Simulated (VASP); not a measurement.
Here is the system:

```xyz
5
Lattice="4.1761 0.0000 0.0000 0.0000 4.1761 0.0000 0.0000 0.0000 4.1761" Properties=species:S:1:pos:R:3 pbc="T T T"
Ba     0.0000     0.0000     0.0000
Hf     2.0881     2.0881     2.0881
O      2.0881     0.0000     2.0881
O      0.0000     2.0881     2.0881
O      2.0881     2.0881     0.0000
```

Calculation: optB86b-vdW, VASP's PBE PAW potentials (set 64) (plane waves; VASP 6.6.1). Run with 520 eV cut-off, Gaussian smearing of 0.050 eV, potentials Ba_sv Hf_pv O.

Unless said otherwise, spin-orbit coupling is left out, though it shifts the bands of the heavy elements here.

Question: Give the energies of bands 11 to 22 at the high-symmetry points, in eV from the valence-band maximum.

Answer: 
```json
[
 {"band": "11", "Γ": "-1.67", "X": "-3.92", "M": "-4.23", "R": "-4.40"},
 {"band": "12", "Γ": "-1.67", "X": "-2.07", "M": "-3.79", "R": "-3.71"},
 {"band": "13", "Γ": "-1.67", "X": "-2.07", "M": "-3.72", "R": "-3.71"},
 {"band": "14", "Γ": "-0.98", "X": "-1.82", "M": "-2.41", "R": "-2.51"},
 {"band": "15", "Γ": "-0.98", "X": "-1.72", "M": "-2.41", "R": "-2.51"},
 {"band": "16", "Γ": "-0.98", "X": "-1.72", "M": "-1.01", "R": "-2.51"},
 {"band": "17", "Γ": "-0.21", "X": "-1.69", "M": "-0.92", "R": "0.00"},
 {"band": "18", "Γ": "-0.21", "X": "-0.52", "M": "-0.92", "R": "0.00"},
 {"band": "19", "Γ": "-0.21", "X": "-0.52", "M": "-0.08", "R": "0.00"},
 {"band": "20", "Γ": "3.58", "X": "4.13", "M": "6.24", "R": "6.08"},
 {"band": "21", "Γ": "3.58", "X": "6.34", "M": "6.24", "R": "6.08"},
 {"band": "22", "Γ": "3.58", "X": "6.34", "M": "6.64", "R": "6.08"}
]
```

The gap is indirect, 3.58 eV, from the valence maximum at R to the conduction minimum at Γ.

The compound is BaHfO3 in the cubic perovskite structure. It was relaxed first.
